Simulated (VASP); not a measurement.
The system is Nb.

```
Nb
1.0
    -1.66395    1.66395    1.66395
     1.66395   -1.66395    1.66395
     1.66395    1.66395   -1.66395
Nb
1
Cartesian
  0.0000 0.0000 0.0000
```

```yaml
Program: VASP 6.6.1
Task: relaxation of cell and atoms
Functional: PBE
Potentials_or_basis: VASP PAW PBE potentials, release 64 (Nb_sv)
Cutoff: 600 eV
k_mesh: 16 × 16 × 16
Occupations: methfessel-paxton, width 0.1 eV
Spin: no spin polarisation
```

At the start: pressure -3.2 GPa; volume 18.43 Å³/atom.

Problem. Where does the relaxation end?

Solution. Over 3 steps the energy falls by 3.6 meV/atom and the volume is 18.08 Å³/atom (-1.9 %); space group Im-3m (No. 229, to 0.05 Å).

The path:
```
step  energy change (eV)  largest force (eV/Å)  pressure (GPa)  volume (Å³)
   1              0.0000                0.0000           -3.18        18.43
   2              0.0077                0.0000            6.16        17.47
   3             -0.0036                0.0000           -0.04        18.08
```

Final structure:
```cif
data_structure
_symmetry_space_group_name_H-M 'P 1'
_symmetry_Int_Tables_number 1
_cell_length_a 2.8636
_cell_length_b 2.8636
_cell_length_c 2.8636
_cell_angle_alpha 109.471
_cell_angle_beta 109.471
_cell_angle_gamma 109.471
_cell_volume 18.08
loop_
_atom_site_label
_atom_site_type_symbol
_atom_site_fract_x
_atom_site_fract_y
_atom_site_fract_z
_atom_site_occupancy
Nb1 Nb 0.00000 0.00000 0.00000 1
```
